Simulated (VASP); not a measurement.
Method: PBE GGA, VASP's PBE PAW potentials (set 64) (plane waves; VASP).

VASP ran on this input.

KPOINTS:
```
Regular mesh
0
Gamma
19 19 19
0 0 0
```

File POSCAR:
```
Cu
1.0
  0.0000000000   1.8143503952   1.8143503952
  1.8143503952   0.0000000000   1.8143503952
  1.8143503952   1.8143503952   0.0000000000
Cu
1
Cartesian
  0.0000000000   0.0000000000   0.0000000000
```

**INCAR**
```
ALGO  =  Normal
EDIFF  =  1E-7
ENCUT  =  400
GGA  =  PE
ISIF  =  2
ISMEAR  =  -5
LASPH  =  T
LCHARG  =  T
LMAXMIX  =  4
LORBIT  =  11
LREAL  =  F
LWAVE  =  F
NEDOS  =  601
NELM  =  100
PREC  =  Accurate
SYSTEM  =  Cu
```

POTCAR, in this order: Cu (PBE.64 set). Program: vasp_std.

The run wrote:

**OUTCAR**
```
 ion  position               nearest neighbor table
   1  0.000  0.000  0.000-
  LATTYP: Found a face centered cubic cell.
 ALAT       =     3.6287007904
 Subroutine PRICEL returns:
 Original cell was already a primitive cell.
 Subroutine GETGRP returns: Found 48 space group operations
The static configuration has the point symmetry O_h .
The dynamic configuration has the point symmetry O_h .
 Subroutine INISYM returns: Found 48 space group operations
 Subroutine IBZKPT returns following result:
 Found    220 irreducible k-points:

 Following reciprocal coordinates:
            Coordinates               Weight
  0.000000  0.000000  0.000000      1.000000
  0.052632  0.000000  0.000000      8.000000
  0.105263  0.000000  0.000000      8.000000
  0.157895  0.000000  0.000000      8.000000
  0.210526  0.000000  0.000000      8.000000
  0.263158  0.000000  0.000000      8.000000
  0.315789  0.000000  0.000000      8.000000
  0.368421  0.000000  0.000000      8.000000
  0.421053  0.000000  0.000000      8.000000
  0.473684  0.000000  0.000000      8.000000
  0.052632  0.052632  0.000000      6.000000
  0.105263  0.052632  0.000000     24.000000
  0.157895  0.052632  0.000000     24.000000
  0.210526  0.052632  0.000000     24.000000
  0.263158  0.052632  0.000000     24.000000
  0.315789  0.052632  0.000000     24.000000
  0.368421  0.052632  0.000000     24.000000
  0.421053  0.052632  0.000000     24.000000
  0.473684  0.052632  0.000000     24.000000
 -0.473684  0.052632  0.000000     24.000000
 -0.421053  0.052632  0.000000     24.000000
 -0.368421  0.052632  0.000000     24.000000
 -0.315789  0.052632  0.000000     24.000000
 -0.263158  0.052632  0.000000     24.000000
 -0.210526  0.052632  0.000000     24.000000
...
```

### OSZICAR
```
       N       E                     dE             d eps       ncg     rms          rms(c)
DAV:   1     0.312709246282E+02    0.31271E+02   -0.49129E+03  4109   0.170E+03
DAV:   2    -0.428103087182E+01   -0.35552E+02   -0.33636E+02  3991   0.181E+02
DAV:   3    -0.462422774844E+01   -0.34320E+00   -0.34265E+00  4701   0.256E+01
DAV:   4    -0.462659335735E+01   -0.23656E-02   -0.23650E-02  4814   0.192E+00
DAV:   5    -0.462662166608E+01   -0.28309E-04   -0.28307E-04  4661   0.168E-01    0.765E+00
DAV:   6    -0.411584403958E+01    0.51078E+00   -0.17070E+01  4154   0.951E+01    0.398E+00
DAV:   7    -0.374027506487E+01    0.37557E+00   -0.27035E+00  4230   0.376E+01    0.569E-01
DAV:   8    -0.372988030740E+01    0.10395E-01   -0.52244E-03  4391   0.130E+00    0.307E-01
DAV:   9    -0.372818134680E+01    0.16990E-02   -0.11739E-02  4327   0.231E+00    0.298E-02
DAV:  10    -0.372818558551E+01   -0.42387E-05   -0.47849E-05  5927   0.140E-01    0.786E-03
DAV:  11    -0.372818472402E+01    0.86149E-06   -0.64063E-07  4345   0.154E-02    0.592E-04
DAV:  12    -0.372818479163E+01   -0.67603E-07   -0.33396E-08  2668   0.356E-03
   1 F= -.37281848E+01 E0= -.37281848E+01  d E =0.000000E+00
```

OUTCAR:
```
------------------------ aborting loop because EDIFF is reached ----------------------------------------
  FORCE on cell =-STRESS in cart. coord.  units (eV):
  Direction    XX          YY          ZZ          XY          YZ          ZX
  --------------------------------------------------------------------------------------
  Total       -0.0095396     -0.0095396     -0.0095396      0.0000000     -0.0000000      0.0000000
  in kB       -1.2795165     -1.2795165     -1.2795165      0.0000000     -0.0000000      0.0000000
  external PRESSURE =      -1.2795165 kB  Pullay stress =       0.0000000 kB
  volume of cell :       11.95
      direct lattice vectors                 reciprocal lattice vectors
     0.000000000  1.814350395  1.814350395    -0.275580726  0.275580726  0.275580726
     1.814350395  0.000000000  1.814350395     0.275580726 -0.275580726  0.275580726
     1.814350395  1.814350395  0.000000000     0.275580726  0.275580726 -0.275580726
 POSITION                                       TOTAL-FORCE (eV/Angst)
 -----------------------------------------------------------------------------------
      0.00000      0.00000      0.00000        -0.000000      0.000000      0.000000
 -----------------------------------------------------------------------------------
    total drift:                                0.000000     -0.000000      0.000000
  FREE ENERGIE OF THE ION-ELECTRON SYSTEM (eV)
  ---------------------------------------------------
  free  energy   TOTEN  =        -3.7281847916 eV

  energy  without entropy=       -3.7281847916  energy(sigma->0) =       -3.72818479

 total charge

# of ion       s       p       d       tot
------------------------------------------
    1        0.444   0.374   9.171   9.989
```
(Selected blocks of OUTCAR.)

File OUTCAR:
```
 val. band max:        7.3796573955   @ k =   0.4737   0.3158   0.0526

 cond. band min:       7.4690485521   @ k =   0.4211   0.4211   0.0000


 Fermi energy:         7.4825048301

 k-point     1 :       0.0000    0.0000    0.0000
  band No.  band energies     occupation
      1      -1.8214      2.00000
      2       4.4532      2.00000
      3       4.4532      2.00000
      4       4.4532      2.00000
      5       5.2607      2.00000
      6       5.2607      2.00000
      7      29.9503      0.00000
      8      32.5023      0.00000
      9      32.5023      0.00000

 k-point     2 :       0.0526    0.0000    0.0000
  band No.  band energies     occupation
      1      -1.7212      2.00000
      2       4.4325      2.00000
      3       4.4729      2.00000
      4       4.4729      2.00000
      5       5.2539      2.00000
      6       5.2539      2.00000
      7      29.3725      0.00000
      8      31.2278      0.00000
      9      32.1690      0.00000

 k-point     3 :       0.1053    0.0000    0.0000
  band No.  band energies     occupation
      1      -1.4235      2.00000
      2       4.3745      2.00000
      3       4.5228      2.00000
      4       4.5228      2.00000
      5       5.2374      2.00000
      6       5.2374      2.00000
      7      27.1342      0.00000
      8      30.6394      0.00000
      9      31.5411      0.00000

 k-point     4 :       0.1579    0.0000    0.0000
  band No.  band energies     occupation
      1      -0.9383      2.00000
      2       4.2958      2.00000
      3       4.5815      2.00000
      4       4.5816      2.00000
      5       5.2332      2.00000
      6       5.2332      2.00000
      7      24.4256      0.00000
      8      30.4029      0.00000
      9      30.9275      0.00000

 k-point     5 :       0.2105    0.0000    0.0000
  band No.  band energies     occupation
      1      -0.2869      2.00000
      2       4.2255      2.00000
      3       4.6140      2.00000
...
```

For a metal the tetrahedron method with Blöchl corrections gives inexact stress and forces.

The compound is Cu in the fcc structure. It was relaxed first.
